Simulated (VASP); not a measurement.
A convergence study with VASP on AgI (space group no. 186 when undisturbed): one setting is varied, all else stays as given below, so the limit is that of these other settings. One atom is moved off its site, so that forces are finite.

```xyz
4
Lattice="2.2881 -3.9631 0.0000 2.2881 3.9631 0.0000 0.0000 0.0000 7.4875" Properties=species:S:1:pos:R:3 pbc="T T T"
Ag     2.2881    -1.3210     3.7937
Ag     2.2881     1.3210     0.0000
I      2.2881    -1.3210     6.5515
I      2.2881     1.3210     2.8078
```

Level of theory: PBE GGA, VASP's PBE PAW potentials (set 64) (plane waves; VASP 6.6.1). The tightest run used: 300 eV cut-off, 16×16×9 Γ-centred mesh, Fermi-Dirac smearing of 0.010 eV, potentials Ag I.

Problem. The settings run are 2×2×1 mesh; 2×2×2 mesh; 3×3×2 mesh; 4×4×2 mesh; 5×5×3 mesh; 6×6×3 mesh; 7×7×4 mesh; 8×8×4 mesh; 9×9×5 mesh; 10×10×5 mesh; 11×11×6 mesh; 12×12×7 mesh; 13×13×7 mesh; 15×15×8 mesh; 16×16×9 mesh. From which on does the stress (every component) stay within 0.2 GPa of the tightest run?

Solution. From 4×4×2 mesh on: it is off by 0.11 there and by no more than 0.2 in any finer run, while 3×3×2 mesh is off by 0.49.
```json
[
 {"setting": "2×2×1 mesh", "E (eV/atom)": "-2.2467", "pressure (GPa)": "3.19", "irreducible k-points": "2", "difference judged (GPa)": "2.64"},
 {"setting": "2×2×2 mesh", "E (eV/atom)": "-2.2257", "pressure (GPa)": "3.51", "irreducible k-points": "4", "difference judged (GPa)": "2.23"},
 {"setting": "3×3×2 mesh", "E (eV/atom)": "-2.3568", "pressure (GPa)": "2.36", "irreducible k-points": "6", "difference judged (GPa)": "0.49"},
 {"setting": "4×4×2 mesh", "E (eV/atom)": "-2.3771", "pressure (GPa)": "2.12", "irreducible k-points": "8", "difference judged (GPa)": "0.11"},
 {"setting": "5×5×3 mesh", "E (eV/atom)": "-2.3808", "pressure (GPa)": "2.08", "irreducible k-points": "12", "difference judged (GPa)": "0.03"},
 {"setting": "6×6×3 mesh", "E (eV/atom)": "-2.3816", "pressure (GPa)": "2.07", "irreducible k-points": "17", "difference judged (GPa)": "0.01"},
 {"setting": "7×7×4 mesh", "E (eV/atom)": "-2.3819", "pressure (GPa)": "2.06", "irreducible k-points": "28", "difference judged (GPa)": "0.00"},
 {"setting": "8×8×4 mesh", "E (eV/atom)": "-2.3820", "pressure (GPa)": "2.06", "irreducible k-points": "35", "difference judged (GPa)": "0.00"},
 {"setting": "9×9×5 mesh", "E (eV/atom)": "-2.3820", "pressure (GPa)": "2.06", "irreducible k-points": "50", "difference judged (GPa)": "0.00"},
 {"setting": "10×10×5 mesh", "E (eV/atom)": "-2.3820", "pressure (GPa)": "2.06", "irreducible k-points": "58", "difference judged (GPa)": "0.00"},
 {"setting": "11×11×6 mesh", "E (eV/atom)": "-2.3820", "pressure (GPa)": "2.06", "irreducible k-points": "84", "difference judged (GPa)": "0.00"},
 {"setting": "12×12×7 mesh", "E (eV/atom)": "-2.3820", "pressure (GPa)": "2.06", "irreducible k-points": "112", "difference judged (GPa)": "0.00"},
 {"setting": "13×13×7 mesh", "E (eV/atom)": "-2.3820", "pressure (GPa)": "2.06", "irreducible k-points": "126", "difference judged (GPa)": "0.00"},
 {"setting": "15×15×8 mesh", "E (eV/atom)": "-2.3820", "pressure (GPa)": "2.06", "irreducible k-points": "192", "difference judged (GPa)": "0.00"},
 {"setting": "16×16×9 mesh", "E (eV/atom)": "-2.3820", "pressure (GPa)": "2.06", "irreducible k-points": "234", "difference judged (GPa)": "0.00"}
]
```

Left out are rungs that failed or repeat a setting and relaxations that didn't move; long series are thinned to 24 rows.

The structure is a typed AgI crystal (space group no. 186). The cell was not relaxed at this level, it is distorted from the ideal structure.
